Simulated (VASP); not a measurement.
The system is NaF.

```
CELL_PARAMETERS angstrom
0.00000 2.32000 2.32000
2.32000 0.00000 2.32000
2.32000 2.32000 0.00000
ATOMIC_POSITIONS crystal
Na 0.00000 0.00000 0.00000
F 0.50000 0.50000 0.50000
```

```yaml
Program: VASP 6.6.1
Task: relaxation of cell and atoms
Functional: LDA
Potentials_or_basis: VASP PAW LDA potentials, release 64 (Na_pv, F)
Cutoff: 600 eV
k_mesh: 8 × 8 × 8
Occupations: gaussian, width 0.02 eV
Spin: no spin polarisation
```

At the start: pressure -4.7 GPa; volume 12.49 Å³/atom.

Where does the relaxation end?

Over 4 steps the energy falls by 17.9 meV/atom and the volume is 11.36 Å³/atom (-9.0 %); space group Fm-3m (No. 225, to 0.05 Å).

The path:
| step | energy change (eV) | largest force (eV/Å) | pressure (GPa) | volume (Å³) |
| --- | --- | --- | --- | --- |
| 1 | 0.0000 | 0.0000 | -4.70 | 24.97 |
| 2 | -0.0288 | 0.0000 | -2.33 | 23.67 |
| 3 | -0.0357 | 0.0000 | 0.14 | 22.67 |
| 4 | -0.0357 | 0.0000 | 0.02 | 22.72 |

Final structure:
```
Na F
1.0
     0.00000    2.24808    2.24808
     2.24808    0.00000    2.24808
     2.24808    2.24808    0.00000
Na F
1 1
Cartesian
  0.0000 0.0000 0.0000
  2.2481 2.2481 2.2481
```
